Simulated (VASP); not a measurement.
# Mg2CdO3 (Immm) in VASP: further runs

The runs below take Mg2CdO3 through relaxation of cell and atoms, with PBE.

Everything below comes from runs of VASP 6.6.1. Logs are shortened: lines on timing, memory, paths and dates and some standing lists are left out, and cuts for length are marked.

**1. Starting point**

Symmetry: Immm, No. 71, orthorhombic system. Conventional cell: a = 3.128 Å, b = 4.492 Å, c = 9.486 Å, α = 90.00°, β = 90.00°, γ = 90.00°. Around Mg (site symmetry mm2) lie 6 O at 2.09 to 2.25 Å. Cd (site symmetry mmm) is surrounded by 6 O at 2.25 to 2.36 Å. O (site symmetry mm2) has 4 Mg at 2.09 to 2.25 Å and 2 Cd at 2.36 Å as nearest neighbours. O (site symmetry mmm) has 4 Mg at 2.24 Å and 2 Cd at 2.25 Å as nearest neighbours.

The cell was built by a generator and needn't be a form met in nature.

**2. Relaxation of cell and atoms, PBE**

INCAR reads:

```
SYSTEM = Mg2CdO3
  ALGO = Normal
  EDIFF = 1E-6
  EDIFFG = -0.01
  ENCUT = 520
  GGA = PE
  IBRION = 2
  ISIF = 3
  ISMEAR = 0
  KPAR = 4
  LASPH = .True.
  LCHARG = .False.
  LREAL = .False.
  LWAVE = .False.
  NELM = 120
  NSW = 90
  PREC = Accurate
  SIGMA = 0.03
```

KPOINTS reads:

```
k-points
0
Gamma
  10 10 10
  0 0 0
```

POSCAR reads:

```
Mg2CdO3
1.0
   -1.5640000000      2.2460000000      4.7430000000
    1.5640000000     -2.2460000000      4.7430000000
    1.5640000000      2.2460000000     -4.7430000000
Mg Cd O
2 1 3
Direct
    0.6683533600      0.6683533600      0.0000000000
    0.3316466400      0.3316466400      0.0000000000
    0.0000000000      0.0000000000      0.0000000000
    0.8139363300      0.3139363300      0.5000000000
    0.1860636700      0.6860636700      0.5000000000
    0.5000000000      0.0000000000      0.5000000000
```

Potentials or basis: VASP PAW PBE potentials, release 64 (Mg, Cd, O).

Started as:

```sh
$ cat potpaw_PBE.64/Mg/POTCAR potpaw_PBE.64/Cd/POTCAR potpaw_PBE.64/O/POTCAR > POTCAR
$ mpirun -np 4 vasp_std > vasp.out
```

OUTCAR:

```text
SYSTEM = Mg2CdO3
   EDIFF = 1E-6
   EDIFFG = -0.01
   ENCUT = 520
   GGA = PE
   IBRION = 2
   ISIF = 3
   ISMEAR = 0
   LASPH = .True.
   LREAL = .False.
   NELM = 120
   NSW = 90
   PREC = Accurate

 ion  position               nearest neighbor table
   1  0.668  0.668  0.000-   4 2.09   4 2.09   6 2.24   6 2.24   5 2.25   5 2.25   2 3.14   2 3.14
                             2 3.14   2 3.14   3 3.15   3 3.17   3 3.17   3 3.17   3 3.17   2 3.19
   2  0.332  0.332  0.000-   5 2.09   5 2.09   6 2.24   6 2.24   4 2.25   4 2.25   1 3.14   1 3.14
                             1 3.14   1 3.14   3 3.15   3 3.17   3 3.17   3 3.17   3 3.17   1 3.19
   3  0.000  0.000  0.000-   6 2.25   6 2.25   5 2.36   5 2.36   4 2.36   4 2.36   2 3.15   1 3.15
                             2 3.17   1 3.17   1 3.17   2 3.17   1 3.17   2 3.17   1 3.17   2 3.17
   4  0.814  0.314  0.500-   1 2.09   1 2.09   2 2.25   2 2.25   3 2.36   3 2.36
   5  0.186  0.686  0.500-   2 2.09   2 2.09   1 2.25   1 2.25   3 2.36   3 2.36
   6  0.500  0.000  0.500-   1 2.24   2 2.24   1 2.24   2 2.24   3 2.25   3 2.25

  LATTYP: Found a body centered orthorhombic cell.
 ALAT       =     3.1280000000
 B/A-ratio  =     1.4360613811
 C/A-ratio  =     3.0326086957

  Lattice vectors:

 A1 = (  -1.5640000000,   2.2460000000,   4.7430000000)
 A2 = (   1.5640000000,  -2.2460000000,   4.7430000000)
 A3 = (   1.5640000000,   2.2460000000,  -4.7430000000)

Analysis of symmetry for initial positions (statically):
=====================================================================
 Subroutine PRICEL returns:
 Original cell was already a primitive cell.

 Routine SETGRP: Setting up the symmetry group for a
 body centered orthorhombic supercell.

 Subroutine GETGRP returns: Found  8 space group operations
 (whereof  8 operations were pure point group operations)
 out of a pool of  8 trial point group operations.

The static configuration has the point symmetry D_2h.

Analysis of symmetry for dynamics (positions and initial velocities):
=====================================================================
 Subroutine PRICEL returns:
 Original cell was already a primitive cell.

 Routine SETGRP: Setting up the symmetry group for a
 body centered orthorhombic supercell.

 Subroutine GETGRP returns: Found  8 space group operations
 (whereof  8 operations were pure point group operations)
 out of a pool of  8 trial point group operations.

The dynamic configuration has the point symmetry D_2h.

 Subroutine INISYM returns: Found  8 space group operations
 (whereof  8 operations are pure point group operations),
 and found     1 'primitive' translations

----------------------------------------------------------------------------------------

                                     Primitive cell

  volume of cell :      66.6438

  direct lattice vectors                    reciprocal lattice vectors
    -1.564000000  2.246000000  4.743000000     0.000000000  0.222617988  0.105418511
     1.564000000 -2.246000000  4.743000000     0.319693095  0.000000000  0.105418511
     1.564000000  2.246000000 -4.743000000     0.319693095  0.222617988  0.000000000

  length of vectors
     5.476007761  5.476007761  5.476007761     0.246316526  0.336625515  0.389566994

  position of ions in fractional coordinates (direct lattice)
     0.668353360  0.668353360  0.000000000
     0.331646640  0.331646640  0.000000000
     0.000000000  0.000000000  0.000000000
     0.813936330  0.313936330  0.500000000
     0.186063670  0.686063670  0.500000000
     0.500000000  0.000000000  0.500000000

  ion indices of the primitive-cell ions
   primitive index   ion index
                 1           1
                 2           2
                 3           3
                 4           4
                 5           5
                 6           6

----------------------------------------------------------------------------------------

 KPOINTS: k-points

Automatic generation of k-mesh.
 Grid dimensions read from file:
 generate k-points for:   10   10   10

 Generating k-lattice:

  Cartesian coordinates                     Fractional coordinates (reciprocal lattice)
     0.000000000  0.022261799  0.010541851     0.100000000  0.000000000  0.000000000
     0.031969309  0.000000000  0.010541851     0.000000000  0.100000000  0.000000000
     0.031969309  0.022261799  0.000000000     0.000000000  0.000000000  0.100000000

  Length of vectors
     0.024631653  0.033662551  0.038956699

  Shift w.r.t. Gamma in fractional coordinates (k-lattice)
     0.000000000  0.000000000  0.000000000

 Subroutine IBZKPT returns following result:
 ===========================================

 Found    171 irreducible k-points:

 Following reciprocal coordinates:
            Coordinates               Weight
  0.000000  0.000000  0.000000      1.000000
  0.100000  0.000000  0.000000      4.000000
  0.200000  0.000000  0.000000      4.000000
  0.300000  0.000000  0.000000      4.000000
  0.400000  0.000000  0.000000      4.000000
  0.500000  0.000000  0.000000      2.000000
[... 16 lines left out ...]
 -0.400000  0.200000 -0.000000      8.000000
 -0.300000  0.200000 -0.000000      8.000000
 [... further k-points ...]
   k-points           NKPTS =    171   k-points in BZ     NKDIM =    171   number of bands    NBANDS=     21
   number of dos      NEDOS =    301   number of ions     NIONS =      6
   total plane-waves  NPLWV =  74088
   dimension x,y,z NGX =    42 NGY =   42 NGZ =   42
   dimension x,y,z NGXF=    84 NGYF=   84 NGZF=   84
   ions per type =               2   1   3
   NGX,Y,Z   is equivalent  to a cutoff of  12.75, 12.75, 12.75 a.u.
   NGXF,Y,Z  is equivalent  to a cutoff of  25.50, 25.50, 25.50 a.u.
 SYSTEM =  Mg2CdO3
   PREC   = accura    normal or accurate (medium, high low for compatibility)
   ISTART =      0    job   : 0-new  1-cont  2-samecut
   ICHARG =      2    charge: 1-file 2-atom 10-const
   ISPIN  =      1    spin polarized calculation?
   LNONCOLLINEAR =      F non collinear calculations
   LSORBIT =      F    spin-orbit coupling
   LASPH  =      T    aspherical Exc in radial PAW
   ENCUT  =  520.0 eV  38.22 Ry    6.18 a.u.  10.18 10.18 10.18*2*pi/ulx,y,z
   NELM   =    120;   NELMIN=  2; NELMDL= -5     # of ELM steps
   EDIFF  = 0.1E-05   stopping-criterion for ELM
   LREAL  =      F    real-space projection
   EDIFFG = -.1E-01   stopping-criterion for IOM
   NSW    =     90    number of steps for IOM
   IBRION =      2    ionic relax: 0-MD 1-quasi-New 2-CG
   NFREE  =      1    steps in history (QN), initial steepest desc. (CG)
   ISIF   =      3    stress and relaxation
   ISYM   =      2    0-nonsym 1-usesym 2-fastsym
   POTIM  = 0.5000    time-step for ionic-motion
   TEBEG  =    0.0;   TEEND  =   0.0 temperature during run
   PSTRESS=    0.0 pullay stress
   NELECT =      34.0000    total number of electrons
   NUPDOWN=      -1.0000    fix difference up-down
   EMIN   =  10.00;   EMAX   =-10.00  energy-range for DOS
   EFERMI =   0.00;   METHOD = LEGACY
   ISMEAR =     0;   SIGMA  =   0.03  broadening in eV -4-tet -1-fermi 0-gaus
   EFERMI_NEDOS =   21; number of points for ismear=-14 and -15
   IALGO  =     38    algorithm
   IMIX   =      4    mixing-type and parameters
     AMIX     =   0.40;   BMIX     =  1.00
     AMIX_MAG =   1.60;   BMIX_MAG =  1.00
  volume/ion in A,a.u.               =      11.11        74.96
  Fermi-wavevector in a.u.,A,eV,Ry     =   1.308121  2.471990 23.282026  1.711181
  Thomas-Fermi vector in A             =   2.438809
   LORBIT       =      0    0 simple, 1 ext, 2 COOP (PROOUT), +10 PAW based schemes
   GGA     = PE    functional components
   LHFCALC =     F    Hartree Fock is set to
   AEXX    =    0.0000 exact exchange contribution
   IVDW    =     0    specifies the selected vdW correction
   LEPSILON=     F    determine dielectric tensor
   LRPA    =     F    only Hartree local field effects (RPA)
 conjugate gradient relaxation of ions
 non-spin polarized calculation
 Gauss-broadening in eV      SIGMA  =   0.03
  energy-cutoff  :      520.00
  volume of cell :       66.64
 maximum number of plane-waves:      1813
 NGX is ok and might be reduce to    42
   NGX = 21   NGY = 21   NGZ = 21

--------------------------------------- Ionic step        1  -------------------------------------------

 number of electron      34.0000000 magnetization

 Free energy of the ion-electron system (eV)
  ---------------------------------------------------
  ext. energy  EPLUGINS =         0.00000000
  ---------------------------------------------------
  free energy    TOTEN  =       -31.07080499 eV

  energy without entropy =      -31.07080499  energy(sigma->0) =      -31.07080499

------------------------ aborting loop because EDIFF is reached ----------------------------------------

  FORCE on cell =-STRESS in cart. coord.  units (eV):
  Direction    XX          YY          ZZ          XY          YZ          ZX
  --------------------------------------------------------------------------------------
  -------------------------------------------------------------------------------------
  Total       -0.2867133      0.0901246     -0.0503713     -0.0000000      0.0000000      0.0000000
  in kB       -6.8928488      2.1666773     -1.2109714     -0.0000000      0.0000000      0.0000000
  external PRESSURE =      -1.9790476 kB  Pullay stress =       0.0000000 kB
[... 105 lines left out ...]
  energy  without entropy=      -31.0714478377  energy(sigma->0) =      -31.07144784

--------------------------------------- Ionic step        4  -------------------------------------------

 number of electron      34.0000000 magnetization

 Free energy of the ion-electron system (eV)
  ---------------------------------------------------
  ext. energy  EPLUGINS =         0.00000000
  ---------------------------------------------------
  free energy    TOTEN  =       -31.07152676 eV

  energy without entropy =      -31.07152676  energy(sigma->0) =      -31.07152676

 E-fermi :   2.8801     XC(G=0): -11.0762

 val. band max:        2.7367302206   @ k =   0.5000   0.0000   0.0000
 cond. band min:       4.3623441708   @ k =   0.0000   0.0000   0.0000
 fundamental gap:      1.6256139502
 Fermi energy:         2.8801300216

 k-point     1 :       0.0000    0.0000    0.0000
  band No.  band energies     occupation
      1     -14.6536      2.00000
      2     -13.7597      2.00000
      3     -13.3367      2.00000
      4      -4.4123      2.00000
      5      -3.9388      2.00000
      6      -3.7892      2.00000
[... 550 lines left out ...]
      5      -4.0598      2.00000
      6      -3.9559      2.00000
[... 13 lines left out ...]
     20      10.8641      0.00000
     21      12.1549      0.00000

 [... further k-points ...]

------------------------ aborting loop because EDIFF is reached ----------------------------------------

  FORCE on cell =-STRESS in cart. coord.  units (eV):
  Direction    XX          YY          ZZ          XY          YZ          ZX
  --------------------------------------------------------------------------------------
  -------------------------------------------------------------------------------------
  Total       -0.0108592     -0.0050113     -0.0247485      0.0000000      0.0000000      0.0000000
  in kB       -0.2613068     -0.1205891     -0.5955288      0.0000000      0.0000000      0.0000000
  external PRESSURE =      -0.3258082 kB  Pullay stress =       0.0000000 kB
[... 21 lines left out ...]
  FREE ENERGIE OF THE ION-ELECTRON SYSTEM (eV)
  ---------------------------------------------------
  free  energy   TOTEN  =       -31.0715267648 eV

  energy  without entropy=      -31.0715267648  energy(sigma->0) =      -31.07152676

 reached required accuracy - stopping structural energy minimisation
```

Wall time 4.5 min (4 MPI ranks of Intel Xeon Platinum 8488C (Sapphire Rapids), shared host); peak memory 0.44 GiB.

What came out:

* Free energy: -31.0715 eV
* Relaxed volume: 11.10 Å³/atom
* Relaxed cell: a = 5.477 Å, b = 5.477 Å, c = 5.477 Å, α = 146.92°, β = 131.47°, γ = 59.99°
* Space group after relaxing (to 0.05 Å): Immm (No. 71)
* Energy gained by relaxing: 0.1 meV/atom
* Ionic steps: 4
* Pressure after relaxing: 0.0 GPa
* Largest force after relaxing: 0.007 eV/Å
* Band gap on the k mesh: 1.63 eV, indirect (least direct gap 2.28 eV)

Forces in eV/Å, atoms in the order of the input:
```
Mg   0.000  0.000 -0.007
Mg   0.000  0.000  0.007
Cd   0.000  0.000  0.000
O    0.000  0.000  0.000
O    0.000  0.000  0.000
O    0.000  0.000  0.000
```

Step by step:
```csv
step,energy change (eV),largest force (eV/Å),pressure (GPa),volume (Å³)
1,0.0000,0.0537,-0.20,66.64
2,-0.0006,0.0101,0.11,66.51
3,-0.0006,0.0067,0.18,66.48
4,-0.0007,0.0069,-0.03,66.58
```

Final structure:
```xyz
6
Lattice="-1.5592 2.2506 4.7434 1.5592 -2.2506 4.7434 1.5592 2.2506 -4.7434" Properties=species:S:1:pos:R:3 pbc="T T T"
Mg    0.0000    0.0000    6.3442
Mg    0.0000    0.0000    3.1426
Cd    1.5592    2.2506    4.7434
O     0.0000    2.2506    2.9771
O     1.5592    0.0000    1.7663
O     1.5592    0.0000    4.7434
```

A k mesh can miss the band edges. Expect the measured gap to be larger: semilocal functionals such as PBE lack the derivative discontinuity.

**3. Relaxation of cell and atoms, PBE**

Edit INCAR of step 2 so:

```diff
@@ -2,4 +2,4 @@
   ALGO = Normal
-  EDIFF = 1E-6
-  EDIFFG = -0.01
+  EDIFF = 1E-7
+  EDIFFG = -0.005
   ENCUT = 520
@@ -15,3 +15,4 @@
   NELM = 120
-  NSW = 90
+  NSW = 60
+  POTIM = 0.3
   PREC = Accurate
```

KPOINTS is that of step 2.

POSCAR reads:

```
Mg2CdO3                                 
1.0
   -1.5592451400      2.2505587774      4.7434177018
    1.5592451400     -2.2505587774      4.7434177018
    1.5592451400      2.2505587774     -4.7434177018
  Mg              Cd              O             
     2     1     3
Direct
     0.6687378375735321    0.6687378375735321    0.0000000000000000
     0.3312621624264678    0.3312621624264678    0.0000000000000000
     1.0000000000000000    1.0000000000000000    1.0000000000000000
     0.8138112226874402    0.3138112226874402    0.5000000000000000
     0.1861887773125598    0.6861887773125598    0.5000000000000000
     0.5000000000000000    1.0000000000000000    0.5000000000000000
```

Potentials or basis: VASP PAW PBE potentials, release 64 (Mg, Cd, O).

Started as:

```sh
$ cat potpaw_PBE.64/Mg/POTCAR potpaw_PBE.64/Cd/POTCAR potpaw_PBE.64/O/POTCAR > POTCAR
$ mpirun -np 4 vasp_std > vasp.out
```

Wall time 4.1 min (4 MPI ranks of Intel Xeon Platinum 8488C (Sapphire Rapids), shared host); peak memory 0.44 GiB.

The run converged. Its results:

```
Free energy                            : -31.0715 eV
Relaxed volume                         : 11.09 Å³/atom
Relaxed cell                           : a = 5.476 Å, b = 5.476 Å, c = 5.476 Å, α = 146.92°, β = 131.47°, γ = 60.00°
Space group after relaxing (to 0.05 Å) : Immm (No. 71)
Energy gained by relaxing              : 0.0 meV/atom
Ionic steps                            : 3
Pressure after relaxing                : 0.0 GPa
Largest force after relaxing           : 0.004 eV/Å
Band gap on the k mesh                 : 1.63 eV, indirect (least direct gap 2.29 eV)
```

Forces on the atoms (eV/Å):
```
Mg   0.000  0.000 -0.004
Mg   0.000  0.000  0.004
Cd   0.000  0.000  0.000
O    0.000  0.000  0.000
O    0.000  0.000  0.000
O    0.000  0.000  0.000
```

Final structure:
```
CELL_PARAMETERS angstrom
-1.55907 2.25045 4.74221
1.55907 -2.25045 4.74221
1.55907 2.25045 -4.74221
ATOMIC_POSITIONS crystal
Mg 0.66869 0.66869 0.00000
Mg 0.33131 0.33131 0.00000
Cd 0.00000 0.00000 0.00000
O 0.81381 0.31381 0.50000
O 0.18619 0.68619 0.50000
O 0.50000 0.00000 0.50000
```

Levels at points of the mesh, in eV from the valence-band top:
| k point | band 14 | band 15 | band 16 | band 17 | band 18 | band 19 | band 20 | band 21 |
| --- | --- | --- | --- | --- | --- | --- | --- | --- |
| (0.00, 0.00, 0.00) | -0.99 | -0.84 | -0.77 | -0.66 | 1.63 | 8.42 | 8.43 | 8.82 |
| (0.50, 0.00, 0.00) | -1.30 | -1.14 | -0.63 | 0.00 | 5.18 | 5.31 | 6.34 | 10.17 |
| (0.00, 0.50, 0.00) | -1.86 | -1.82 | -1.51 | -0.80 | 5.30 | 6.77 | 8.34 | 9.52 |
| (0.50, 0.50, 0.00) | -1.56 | -1.46 | -0.49 | -0.25 | 5.31 | 7.44 | 8.02 | 9.25 |
| (0.50, 0.50, 0.50) | -1.89 | -1.15 | -0.78 | -0.24 | 3.73 | 5.64 | 7.36 | 9.41 |
